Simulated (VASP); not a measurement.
Computed with PBE GGA, VASP's PBE PAW potentials (set 64) (plane waves; VASP).

VASP ran on this input.

File KPOINTS:
```
Regular mesh
0
Gamma
5 6 1
```

### POSCAR
```
Ta16H
1
    6.6175636835     0.0000000000     0.0000000000
    3.3087818417     4.6793244003     0.0000000000
    0.0000000000     0.0000000000    21.0562423975
Ta H
16 1
Direct
  0.7498308141   0.5007837394   0.3393400277
  0.2493854465   0.5007837394   0.3393400277
  0.7498617647   0.0002764706   0.3388792128
  0.2504830511   0.9990338978   0.3395935099
  0.0011109825   0.0004084262   0.4447533625
  0.4984805913   0.0004084262   0.4447533625
  0.9990524063   0.5018951873   0.4448729908
  0.5003766306   0.4992467387   0.4448904070
  0.7508430957   0.4996994965   0.5560250992
  0.2494574078   0.4996994965   0.5560250992
  0.7501351952   0.9997296095   0.5554053973
  0.2509116153   0.9981767695   0.5567784538
  0.0062354669   0.9975861782   0.6633368014
  0.4961783550   0.9975861782   0.6633368014
  0.9982081946   0.5035836107   0.6614309760
  0.5061893558   0.4876212885   0.6608548176
  0.1807596266   0.1384807469   0.7144836534
```

**INCAR**
```
! general
SYSTEM  = Ta16H
PREC    = Normal
ENCUT   = 400   ! plane-wave cut-off (eV)
LREAL   = .FALSE.
LASPH   = .TRUE.   ! aspherical one-centre terms

! electronic loop
EDIFF   = 1E-6
NELM    = 100   ! most electronic steps
NELMIN  = 4
ALGO    = Normal
LMAXMIX = 6

! smearing
ISMEAR  = 1   ! Methfessel-Paxton
SIGMA   = 0.1

! functional
GGA     = PE

! output
LWAVE   = .FALSE.
LCHARG  = .FALSE.
LORBIT  = 11   ! lm-projected
LVHAR   = .TRUE.

! other
LDIPOL  = .TRUE.
IDIPOL  = 3
DIPOL   = 0.5 0.5 0.5
```

POTCAR, in this order: Ta H (PBE.64 set). Program: vasp_std. Read from the step before: WAVECAR.

The run wrote:

File OUTCAR:
```
 ion  position               nearest neighbor table
   1  0.750  0.501  0.339-   7 2.77   8 2.77   4 2.86   3 2.86   3 2.87   4 2.87   6 3.22   5 3.23
                             2 3.31   2 3.31
   2  0.249  0.501  0.339-   7 2.77   8 2.77   4 2.86   3 2.86   3 2.87   4 2.87   5 3.22   6 3.23
                             1 3.31   1 3.31
   3  0.750  0.000  0.339-   6 2.78   5 2.78   1 2.86   2 2.86   1 2.87   2 2.87   7 3.23   8 3.23
                             4 3.31   4 3.31
   4  0.250  0.999  0.340-   6 2.76   5 2.76   2 2.86   1 2.86   2 2.87   1 2.87   8 3.22   7 3.23
                             3 3.31   3 3.31
   5  0.001  0.000  0.445-   4 2.76   3 2.78  11 2.86   7 2.86   8 2.86   8 2.87   7 2.87  12 2.88
                             2 3.22   1 3.23   6 3.29   9 3.31  10 3.31   6 3.33
   6  0.498  0.000  0.445-   4 2.76   3 2.78  11 2.86   7 2.86   8 2.86   8 2.87   7 2.87  12 2.88
                             1 3.22   2 3.23   5 3.29  10 3.31   9 3.31   5 3.33
   7  0.999  0.502  0.445-   1 2.77   2 2.77   9 2.86  10 2.86   6 2.86   5 2.86   5 2.87   6 2.87
                             3 3.23   4 3.23  11 3.29   8 3.31   8 3.31  12 3.33
   8  0.500  0.499  0.445-   2 2.77   1 2.77   5 2.86   6 2.86   6 2.87   5 2.87  10 2.87   9 2.87
                             4 3.22   3 3.23  11 3.30   7 3.31   7 3.31  12 3.32
   9  0.751  0.500  0.556-  16 2.76  15 2.77  12 2.86  11 2.86   7 2.86  11 2.87   8 2.87  12 2.87
                            14 3.25  13 3.26  10 3.30   5 3.31   6 3.31  10 3.32
  10  0.249  0.500  0.556-  16 2.76  15 2.77  12 2.86  11 2.86   7 2.86  11 2.87   8 2.87  12 2.87
                            13 3.25  14 3.26   9 3.30   6 3.31   5 3.31   9 3.32
  11  0.750  1.000  0.555-  14 2.83  13 2.83   6 2.86   5 2.86   9 2.86  10 2.86  10 2.87   9 2.87
                            16 3.18  15 3.22   7 3.29   8 3.30  12 3.31  12 3.31
  12  0.251  0.998  0.557-  13 2.77  14 2.77   9 2.86  10 2.86  10 2.87   9 2.87   6 2.88   5 2.88
                            15 3.23  16 3.24  11 3.31  11 3.31   8 3.32   7 3.33
...
```

OSZICAR:
```
       N       E                     dE             d eps       ncg     rms          rms(c)
DAV:   1    -0.185091568644E+03   -0.18509E+03   -0.10673E-03  2831   0.977E-02    0.656E-02
DAV:   2    -0.185117202754E+03   -0.25634E-01   -0.10607E-01  2884   0.100E+00    0.633E-01
DAV:   3    -0.185091074819E+03    0.26128E-01   -0.80058E-02  3046   0.906E-01    0.304E-02
DAV:   4    -0.185091274643E+03   -0.19982E-03   -0.22025E-03  2429   0.112E-01    0.987E-03
DAV:   5    -0.185091283627E+03   -0.89843E-05   -0.15433E-04  2520   0.316E-02    0.827E-03
DAV:   6    -0.185091282474E+03    0.11529E-05   -0.18696E-05  2287   0.121E-02    0.523E-03
DAV:   7    -0.185091282229E+03    0.24535E-06   -0.16196E-06  1360   0.451E-03
   1 F= -.18509128E+03 E0= -.18509334E+03  d E =0.618444E-02
```

### OUTCAR
```
------------------------ aborting loop because EDIFF is reached ----------------------------------------
  FORCE on cell =-STRESS in cart. coord.  units (eV):
  Direction    XX          YY          ZZ          XY          YZ          ZX
  --------------------------------------------------------------------------------------
  Total       -7.3902590     -9.0183898     -0.1441849      0.0000000      0.0431718     -0.0000000
  in kB      -18.1596756    -22.1603916     -0.3542977      0.0000000      0.1060836     -0.0000000
  external PRESSURE =     -13.5581216 kB  Pullay stress =       0.0000000 kB
  volume of cell :      652.02
      direct lattice vectors                 reciprocal lattice vectors
     6.617563684  0.000000000  0.000000000     0.151113015 -0.106853032  0.000000000
     3.308781842  4.679324400  0.000000000     0.000000000  0.213706064  0.000000000
     0.000000000  0.000000000 21.056242398     0.000000000  0.000000000  0.047491854
 POSITION                                       TOTAL-FORCE (eV/Angst)
 -----------------------------------------------------------------------------------
      6.61904      2.34333      7.14523        -0.000438      0.002222      0.000917
      3.30731      2.34333      7.14523         0.000438      0.002222      0.000917
      4.96317      0.00129      7.13552         0.000000     -0.004369     -0.024473
      4.96317      4.67480      7.15056        -0.000000      0.006542     -0.005336
      0.00870      0.00191      9.36483         0.007500     -0.001035      0.007982
      3.30008      0.00191      9.36483        -0.007500     -0.001035      0.007982
      8.27195      2.34853      9.36735         0.000000     -0.001014      0.011254
      4.96317      2.33614      9.36772         0.000000     -0.010589     -0.001598
      6.62215      2.33826     11.70780        -0.007150     -0.000651      0.004910
      3.30420      2.33826     11.70780         0.007150     -0.000651      0.004910
      8.27195      4.67806     11.69475         0.000000     -0.015391     -0.008313
      4.96317      4.67079     11.72366        -0.000000      0.003012      0.010236
      3.34206      4.66803     13.96738        -0.001253      0.008175      0.006045
      6.58429      4.66803     13.96738         0.001253      0.008175      0.006045
      8.27195      2.35643     13.92725        -0.000000      0.001550     -0.009475
      4.96317      2.28174     13.91512        -0.000000      0.007789      0.014067
      1.65439      0.64800     15.04434         0.000000     -0.004953     -0.026070
 -----------------------------------------------------------------------------------
    total drift:                               -0.000002      0.000233     -0.001683
  FREE ENERGIE OF THE ION-ELECTRON SYSTEM (eV)
  ---------------------------------------------------
  free  energy   TOTEN  =      -185.0912822290 eV

  energy  without entropy=     -185.0974666695  energy(sigma->0) =     -185.09334371

 total charge

# of ion       s       p       d       tot
------------------------------------------
    1        0.724   0.514   3.290   4.528
    2        0.724   0.514   3.290   4.528
    3        0.723   0.513   3.278   4.514
    4        0.724   0.513   3.303   4.540
    5        0.721   0.741   3.376   4.839
    6        0.721   0.741   3.376   4.839
    7        0.720   0.749   3.371   4.840
    8        0.720   0.747   3.371   4.838
    9        0.719   0.751   3.370   4.841
   10        0.719   0.751   3.370   4.841
   11        0.715   0.760   3.324   4.799
   12        0.717   0.743   3.371   4.832
   13        0.699   0.562   3.299   4.559
   14        0.699   0.562   3.299   4.559
   15        0.706   0.590   3.310   4.606
   16        0.727   0.525   3.287   4.539
   17        0.539   0.012   0.000   0.551
--------------------------------------------------
tot         12.018  10.289  53.285  75.592
```
(Selected blocks of OUTCAR.)

The cell is a thin slab with vacuum, built from Ta (bcc): (110) face, H adsorbed.
